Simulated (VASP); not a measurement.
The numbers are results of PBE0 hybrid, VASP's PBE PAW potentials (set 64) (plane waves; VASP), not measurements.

A VASP calculation is set up with these files.

### INCAR
```
SYSTEM = GaP
PREC = Accurate; ENCUT = 520; LREAL = .FALSE.
LASPH = .TRUE.; ISYM = 3
EDIFF = 1E-6; NELM = 60; ALGO = Normal
LMAXMIX = 4
ISMEAR = 0; SIGMA = 0.05
GGA = PE; LHFCALC = .TRUE.; AEXX = 0.25
HFRCUT = -1; PRECFOCK = Fast
ISIF = 2
LWAVE = .FALSE.; LCHARG = .FALSE.
```

File POSCAR:
```
GaP
1
    0.0000000000     2.6677465077     2.6677465077
    2.6677465077     0.0000000000     2.6677465077
    2.6677465077     2.6677465077     0.0000000000
Ga P
1 1
Direct
  0.0000000000   0.0000000000   0.0000000000
  0.2500000000   0.2500000000   0.2500000000
```

File KPOINTS:
```
Automatic mesh
0
gamma
6 6 6
```

POTCAR, in this order: Ga_d P (PBE.64 set). Program: vasp_std. Read from the step before: WAVECAR.

Question: What will the output report for the number of irreducible k-points (NKPTS), largest plane-wave count, number of space-group operations, FFT grid (NGX, NGY, NGZ)?

Answer: 
| Item | Value |
|---|---|
| number of irreducible k-points (NKPTS) | 16 |
| largest plane-wave count | 1034 |
| number of space-group operations | 24 |
| FFT grid (NGX, NGY, NGZ) | 28 × 28 × 28 |

The compound is GaP in the zinc blende structure. This cell is one point of a volume scan, at 0.91 of the reference volume. The cell's shape comes from a PBE relaxation.
